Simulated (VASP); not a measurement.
An input for Ansatz (written as the equivalent of a VASP run, and not itself run):

Ansatz 0.2 input:
```yaml
crystal:
  lattice:
    - [5.2191770, 0.0000000, 0.0000000]
    - [0.0000000, 3.3714520, 0.0000000]
    - [0.0000000, 0.0000000, 5.6538840]
  atoms:
    - { symbol: Si, position: [0.8210900, 0.7500000, 0.5823200] }
    - { symbol: Si, position: [0.1789100, 0.2500000, 0.4176800] }
    - { symbol: Si, position: [0.6789100, 0.2500000, 0.0823200] }
    - { symbol: Si, position: [0.3210900, 0.7500000, 0.9176800] }
    - { symbol: Ni, position: [0.5079500, 0.2500000, 0.6885200] }
    - { symbol: Ni, position: [0.4920500, 0.7500000, 0.3114800] }
    - { symbol: Ni, position: [0.9920500, 0.7500000, 0.1885200] }
    - { symbol: Ni, position: [0.0079500, 0.2500000, 0.8114800] }
kpoints:
  mp_grid: { grid: [5, 8, 5] }
hamiltonian:
  xc: pbe
  pseudopotentials: { kind: paw }
scf:
  occupations: { method: gaussian, width: 0.2 }
  max_iter: 100
output: { forces: true, stress: true, eigenvalues: true }
```

**Question.** Translate this input to VASP (INCAR, KPOINTS, POSCAR, choice of POTCAR).

**Answer.** Several could match; the one computed here: 
**KPOINTS**
```
Automatic mesh
0
Gamma
5 8 5
0 0 0
```

### POSCAR
```
SiNi
1.0
  5.2191770000   0.0000000000   0.0000000000
  0.0000000000   3.3714520000   0.0000000000
  0.0000000000   0.0000000000   5.6538840000
Si Ni
4 4
Cartesian
  4.2854140429   2.5285890000   3.2923697309
  0.9337629571   0.8428630000   2.3615142691
  3.5433514571   0.8428630000   0.4654277309
  1.6758255429   2.5285890000   5.1884562691
  2.6510809572   0.8428630000   3.8928122117
  2.5680960429   2.5285890000   1.7610717883
  5.1776845428   2.5285890000   1.0658702117
  0.0414924572   0.8428630000   4.5880137883
```

**INCAR**
```
! general
SYSTEM  = SiNi
PREC    = Accurate
ENCUT   = 300
LREAL   = .FALSE.
LASPH   = .TRUE.

! electronic loop
EDIFF   = 1E-6
NELM    = 100
ALGO    = Normal
LMAXMIX = 4

! smearing
ISMEAR  = 0
SIGMA   = 0.2

! functional
GGA     = PE

! ions
ISIF    = 2

! output
LWAVE   = .FALSE.
LCHARG  = .FALSE.
```

POTCAR, in this order: Si Ni (PBE.64 set). Program: vasp_std.

What does not carry over: each code has its own PAW files, so the cut-off isn't converted (ENCUT is set for VASP's; basis.ecutwfc is left out, and Ansatz then takes the one that its files recommend); Ansatz stops its SCF on the density residual and VASP on the energy change (EDIFF).

The structure comes from a computed database's SiNi entry, a phase known from measurement. The cell was not relaxed at this level.
